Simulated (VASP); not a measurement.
Here is the system:

```
CELL_PARAMETERS angstrom
      3.72046     0.00000     0.00000
     -1.86023     3.22201     0.00000
      0.00000     0.00000     7.14827
ATOMIC_POSITIONS crystal
  Nb 0.00000 0.00000 0.00000
  Te 0.66667 0.33333 0.74563
  Te 0.33333 0.66667 0.25437
```

All values below come from PBEsol GGA, VASP's PBE PAW potentials (set 64) (plane waves; VASP). Settings: 300 eV cut-off, 7×7×3 Γ-centred mesh, Gaussian smearing of 0.050 eV, potentials Nb_sv Te.

At this cut-off the stress carries a Pulay error, which pulls relaxed volumes low.

**Question.** Which forces act on the atoms, in eV/Å?

**Answer.** 
```
atom     Fx     Fy      Fz
----  -----  -----  ------
Nb1   0.000  0.000   0.000
Te2   0.000  0.000   0.089
Te3   0.000  0.000  -0.089
```

**Question.** Give the stress tensor in GPa (positive for a compressed cell).

**Answer.** 
```
-4.40   0.00   0.00
 0.00  -4.40   0.00
 0.00   0.00  -2.73
```
The pressure is its mean diagonal, -3.85 GPa.

The structure comes from a computed database's NbTe2 entry (P-3m1); how it stands against other phases isn't given here. The cell was not relaxed at this level. The electron count is odd and the run is not spin-polarised, which forces a metal.
